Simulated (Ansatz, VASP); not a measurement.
# Tl2NiF6: VASP beside Ansatz, part 2 of 2

Wanted: the spread between two codes on one cell, functional and k mesh. The cell is generated by rule, not measured, and may not be a known phase. The two relaxations start from unlike cells of this crystal (the structure described is Ansatz's start), so only their ends are compared.

VASP 6.6.1 and Ansatz 0.2.0.

So far: The starting structure; VASP: relaxation of cell and atoms, LDA.

The structure was built from a prototype and need not be the compound's stable phase.

## Step 3: Ansatz: relaxation of cell and atoms, LDA

Level of this step: Ansatz beside VASP: Kohn-Sham DFT, plane waves, LDA (Ansatz).

Ansatz runs on its default PAW (the set named soft_2) files.

Its own start cell and the same functional (in two slightly different forms), mesh and smearing now go to Ansatz, which takes its cutoff from its data sets.

input.yaml

```yaml
crystal:
  lattice:
    - [0.0, 4.3682228515, 4.3682228515]
    - [4.3682228515, 0.0, 4.3682228515]
    - [4.3682228515, 4.3682228515, 0.0]
  atoms:
    - { symbol: Tl, position: [0.25, 0.25, 0.25] }
    - { symbol: Tl, position: [0.75, 0.75, 0.75] }
    - { symbol: Ni, position: [0.0, 0.0, 0.0] }
    - { symbol: F, position: [0.2300706796, 0.2300706796, 0.7699293204] }
    - { symbol: F, position: [0.7699293204, 0.7699293204, 0.2300706796] }
    - { symbol: F, position: [0.2300706796, 0.7699293204, 0.2300706796] }
    - { symbol: F, position: [0.7699293204, 0.2300706796, 0.7699293204] }
    - { symbol: F, position: [0.7699293204, 0.2300706796, 0.2300706796] }
    - { symbol: F, position: [0.2300706796, 0.7699293204, 0.7699293204] }
kpoints:
  mp_grid: { grid: [4, 4, 4] }
hamiltonian:
  xc: lda
scf:
  occupations: { method: fermi_dirac, width: 0.02 }
relax:
  f_tol: 0.01
  max_steps: 80
  cell: {}
```

On the command line:

```bash
$ ansatz run input.yaml --threads 4 --pin off --max-ram 14745MiB --backend cpu --events-out ev --progress --plain --runs-dir out
```

Numbers of over 12 decimals in the logs are rounded to 6 here.

The program printed:

```text
Engine: ansatz 0.2.0, aarch64-unknown-linux-gnu
Pseudopotentials: kind: paw
Pseudopotential: Tl, paw, valence charge 13, recommended cutoff 420 eV (normal), Tl.paw.azcp
Pseudopotential: Ni, paw, valence charge 18, recommended cutoff 420 eV (normal), Ni.paw.azcp
Pseudopotential: F, paw, valence charge 7, recommended cutoff 420 eV (normal), F.paw.azcp
Functional definition: SPW92
  exchange = slater_x
  correlation = pw_c
Crystal: 9 atoms, lattice volume = 166.703 Å³
Basis set: ecut = 420 eV, 3287 PW (Γ)
Bands: 52, of which v1, the nominal top of the filled ones, is band 43 counted from 1 (42 counted from 0)
Symmetry: 48 space group operations
Space group: Fm-3m (ITA 225), of the structure as read, at distance tolerance 5.5e-5 Å
k-points: 8 of 64
Non-local potential: Tl, projectors of the file, l = 0: 2, l = 1: 2, l = 2: 2, l = 3: 1
Non-local potential: Ni, projectors of the file, l = 0: 3, l = 1: 2, l = 2: 3, l = 3: 1
Non-local potential: F, projectors of the file, l = 0: 2, l = 1: 2, l = 2: 1
PAW form: soft (Blöchl's): semilocal exchange-correlation on the pseudo side does not see the compensation charge
PAW frozen core: Tl, regenerated for the run's functional, and the local potential with it (the file was generated under x = pbe(κ = 0.804, μ = 0.219515), c = pbe(β = 0.066725))
PAW frozen core: Ni, regenerated for the run's functional, and the local potential with it (the file was generated under x = pbe(κ = 0.804, μ = 0.219515), c = pbe(β = 0.066725))
PAW frozen core: F, regenerated for the run's functional, and the local potential with it (the file was generated under x = pbe(κ = 0.804, μ = 0.219515), c = pbe(β = 0.066725))
PAW one-centre angular grid: Tl, 590 points (default); XC on 64 Gauss nodes
PAW one-centre angular grid: Ni, 590 points (default); XC on 64 Gauss nodes
PAW one-centre angular grid: F, 110 points (default); XC on 64 Gauss nodes
Initial density: superposition of atomic densities (neutral atoms: chi_scale 0, normalization atom), corrected by the library's trained network
Initial wavefunctions: pseudopotential atomic-orbital guess
Functional: x = slater, c = lda
SCF iter   1: F=—  HF=-32824.519269 eV  |F-HF|=—  |Δ(HF+E_count)|=         —  Δρ=2.36e-2  dr2=7.32e-1  ethr=1.77e-3  ⟨swp⟩=6.1  Hψ=1399  notcnv=0
preconditioner: auto → Resta (q_TF=auto, 2.443 Å⁻¹)  ε∞=5.6  [insulator: Δε(μ)=0.092 eV  Ē_g=11.887 eV  σ=0.020 eV  W_gap=0.81  n_scr=50 (ndim 8)  ℏωp=25.4 eV  f_vac=0.146  D(μ)=0.96/eV (n_scr^D=0)  ε∞_Penn≈5.6]
SCF iter   2: F=—  HF=-32824.381204 eV  |F-HF|=—  |Δ(HF+E_count)|=   1.38e-1  Δρ=2.41e-2  dr2=7.40e-1  ethr=8.51e-4  ⟨swp⟩=2.1  Hψ=720  notcnv=0  defer=8
SCF iter   3: F=—  HF=-32824.471541 eV  |F-HF|=—  |Δ(HF+E_count)|=   9.03e-2  Δρ=5.16e-2  dr2=3.72e0  ethr=8.51e-4  ⟨swp⟩=2.0  Hψ=651  notcnv=0  defer=8  recentre
SCF iter   4: F=—  HF=-32824.334384 eV  |F-HF|=—  |Δ(HF+E_count)|=   1.37e-1  Δρ=8.90e-3  dr2=1.10e-1  ethr=8.51e-4  ⟨swp⟩=2.0  Hψ=556  notcnv=0  defer=8
SCF iter   5: F=—  HF=-32824.322924 eV  |F-HF|=—  |Δ(HF+E_count)|=   1.15e-2  Δρ=5.70e-3  dr2=3.83e-2  ethr=1.28e-4  ⟨swp⟩=2.0  Hψ=494  notcnv=0  defer=8
SCF iter   6: F=—  HF=-32824.321043 eV  |F-HF|=—  |Δ(HF+E_count)|=   1.88e-3  Δρ=2.56e-3  dr2=7.68e-3  ethr=4.45e-5  ⟨swp⟩=1.4  Hψ=412  notcnv=0  defer=8
SCF iter   7: F=—  HF=-32824.320678 eV  |F-HF|=—  |Δ(HF+E_count)|=   3.64e-4  Δρ=8.64e-4  dr2=1.04e-3  ethr=8.92e-6  ⟨swp⟩=1.4  Hψ=412  notcnv=0  defer=8
SCF iter   8: F=—  HF=-32824.320629 eV  |F-HF|=—  |Δ(HF+E_count)|=   4.95e-5  Δρ=1.28e-4  dr2=2.27e-5  ethr=1.21e-6  ⟨swp⟩=1.0  Hψ=408  notcnv=0  defer=8
SCF iter   9: F=—  HF=-32824.320740 eV  |F-HF|=—  |Δ(HF+E_count)|=   1.11e-4  Δρ=7.75e-5  dr2=8.20e-6  ethr=2.64e-8  ⟨swp⟩=2.0  Hψ=539  notcnv=0  defer=8
SCF iter  10: F=—  HF=-32824.320740 eV  |F-HF|=—  |Δ(HF+E_count)|=   1.18e-7  Δρ=4.42e-5  dr2=2.77e-6  ethr=9.54e-9  ⟨swp⟩=1.0  Hψ=408  notcnv=0  defer=8
SCF iter  11: F=-32824.320740 eV  HF=-32824.320740 eV  |F-HF|=6.06e-8  |Δ(HF+E_count)|=   1.37e-8  Δρ=7.37e-6  dr2=8.59e-8  ethr=1.16e-10  ⟨swp⟩=3.2  Hψ=1469  notcnv=0
SCF 1 converged in 11 iterations: F = -32824.320740 eV  dr2 = 8.59e-8
  greatest PAW one-centre occupation: 1.000 electrons in one spin orbital (limit 2), on the Ni atom at site 2 (counted from 0), in its partial waves of l = 1
relax step   1: F+E_penalty+E_count = -32824.32074033 eV  Δ(F+E_penalty+E_count) = +0.000e0 eV  max|allowed force component| = 2.545e0 eV/Å  Δτ_max = 0.0000 Å  P = -13.845 GPa  Ω = 166.703 Å³  (11 SCF iters, dr2 threshold 1.00e-7 eV, accepted)
[...]
relax step  12: F+E_penalty+E_count = -32827.20078024 eV  Δ(F+E_penalty+E_count) = +1.073e-2 eV  max|allowed force component| = 1.048e-3 eV/Å  Δτ_max = 0.0000 Å  P = -0.121 GPa  Ω = 136.933 Å³  stress off target by 1.21e-1 GPa  SCF on the basis re-selected at this cell (its energy is not comparable with the rows above)  (7 SCF iters)
[...]
relax step  13: F+E_penalty+E_count = -32827.20304320 eV  Δ(F+E_penalty+E_count) = -2.263e-3 eV  max|allowed force component| = 4.267e-4 eV/Å  Δτ_max = 0.0018 Å  P = -0.003 GPa  Ω = 136.504 Å³  energy of the carried Pulay correction = +2.100e-3 eV  (7 SCF iters, dr2 threshold 3.67e-8 eV, accepted)
[...]
relax step  14: F+E_penalty+E_count = -32827.20031997 eV  Δ(F+E_penalty+E_count) = +2.723e-3 eV  max|allowed force component| = 1.375e-4 eV/Å  Δτ_max = 0.0000 Å  P = -0.014 GPa  Ω = 136.504 Å³  stress off target by 1.43e-2 GPa  SCF on the basis re-selected at this cell (its energy is not comparable with the rows above)  (7 SCF iters)
basis re-selected at this cell: Δ(F+E_penalty+E_count) = +2.723e-3 eV, ΔP = -0.012 GPa vs the last step (what re-selecting the basis moved, of the pressure what is left beyond the Pulay correction that the steps carried, after the strain that the cell walked since its last selection, with what the two solves' SCF thresholds leave and, on support functions, any second-order correction that the steps lacked; it is no m [...]
SCF converged after 7 iterations
Free energy (F): -32827.200320 eV
Harris-Foulkes:  -32827.200320 eV  (|F-HF|=5.09e-11)
Internal energy: -32827.200317 eV  (E = F + TS)
E sigma→0 (E₀):  -32827.200319 eV
Entropy (-TS):   -0.000003 eV (-0.000 meV/atom)
Fermi energy:    4.591962 eV
--- Per-component energies (eV) ---
  E_band       = -811.714725
  E_kinetic    = 2164.797545
  E_local      = -11966.039494  (includes V_loc(G=0)·N_el)
  E_nonlocal   = 1723.588719
  E_hartree    = 4851.316798
  E_xc         = -1009.038070
  E_vxc        = -998.988337  (∫ρ·V_xc dr)
  E_paw        = -22401.574138  (= ΣΔE_a)
  E_vpaw       = -1437.719173  (= ΣTr[D̂ρ^β])
  E_aug_tail   = 0.013146  (compensation charges beyond the density's cutoff)
  E_ewald      = -6191.095331
  E_core_change = 0.830509  (= ΣΔE_core)
  E_smearing   = -0.000003  (= −TS)
  E_closure    = 0.000000  (closes the sum)
  Σ components = -32827.200320   (vs F -32827.200320, Δ=0.00e0)
--- Forces (eV/Å), atoms counted from 1 ---
  atom   1  Tl    -0.00000000    -0.00000000    -0.00000000
  atom   2  Tl     0.00000000     0.00000000     0.00000000
  atom   3  Ni    -0.00000000     0.00000000     0.00000000
  atom   4  F      0.00000000     0.00000000     0.00013752
  atom   5  F     -0.00000000    -0.00000000    -0.00013752
  atom   6  F      0.00000000     0.00013752    -0.00000000
  atom   7  F     -0.00000000    -0.00013752    -0.00000000
  atom   8  F      0.00013752     0.00000000     0.00000000
  atom   9  F     -0.00013752    -0.00000000    -0.00000000
  max |Σ_I F_I| component: 1.02e-17 eV/Å
--- Stress (GPa, compression-positive) ---
       -0.014301       0.000000       0.000000
        0.000000      -0.014301       0.000000
        0.000000       0.000000      -0.014301
  P = ⅓ Tr σ = -0.0143 GPa (-0.143 kbar)
--- Relaxed structure (11 steps of the walk, 10 accepted, 3 SCFs on fresh bases) ---
  F+E_penalty+E_count = -32827.20031997 eV   max|allowed force component| = 1.375e-4 eV/Å   (the final SCF, on the basis selected at the relaxed cell)
  cell:  # Å, volume = 136.5040 Å³
    - [0, 4.086691, 4.086691]
    - [4.086691, 0, 4.086691]
    - [4.086691, 4.086691, 0]
  atoms:
    - { symbol: Tl, position: [0.25, 0.25, 0.25] }
    - { symbol: Tl, position: [0.75, 0.75, 0.750000] }
    - { symbol: Ni, position: [0, 1.423025488145371e-18, -1.7649928535136546e-19] }
    - { symbol: F, position: [0.215888, 0.215888, 0.784112] }
    - { symbol: F, position: [0.784112, 0.784112, 0.215888] }
    - { symbol: F, position: [0.215888, 0.784112, 0.215888] }
    - { symbol: F, position: [0.784112, 0.215888, 0.784112] }
    - { symbol: F, position: [0.784112, 0.215888, 0.215888] }
    - { symbol: F, position: [0.215888, 0.784112, 0.784112] }
```

## Step 4: Differences

Known differences besides the potentials themselves: the two LDA forms differ slightly; the data sets hold 86 valence electrons in Ansatz (on its default PAW (the set named soft_2) files) and 78 in VASP; the cutoff is 420 eV in Ansatz and 600 eV in VASP; VASP's log shows a relativistic correction to its local exchange, Ansatz's none; Ansatz adds a Pulay correction to the stress that steers its cell, VASP none. Total energies have different zeros and are not compared.

Both answers:

```csv
quantity,Ansatz,VASP,difference
volume (Å³),136.50,135.11,+1.03 %
"edge a after relaxation, in the typed setting (Å)",5.779,5.760,+0.34 %
```

## Step 5: What came out

- difference in volume (relaxation of cell and atoms, LDA): 1.0 %

**Reading.** The difference in volume is 1.0 % (relaxation of cell and atoms, LDA), within the 1.2 % picked in this series as the mark of a large difference, as far as the stopping tolerances let one tell. The data sets hold unlike numbers of valence electrons (86 in Ansatz and 78 in VASP), so part of the differences comes from the potentials. How closely two codes agree says nothing of how well the functional describes the real material.

[Lines on the potential files, build, host, timing and source positions are cut from VASP's logs without a mark.]

[Logs are printed without paths, hosts, clocks, repeated set-up lines and the standing remarks that a program may print on its own settings, such as how far it seeks lower states.]

[Hosts, paths, dates, database ids (printed as entryN), source tags and the programs' standing remarks are cut or masked in the printed files.]
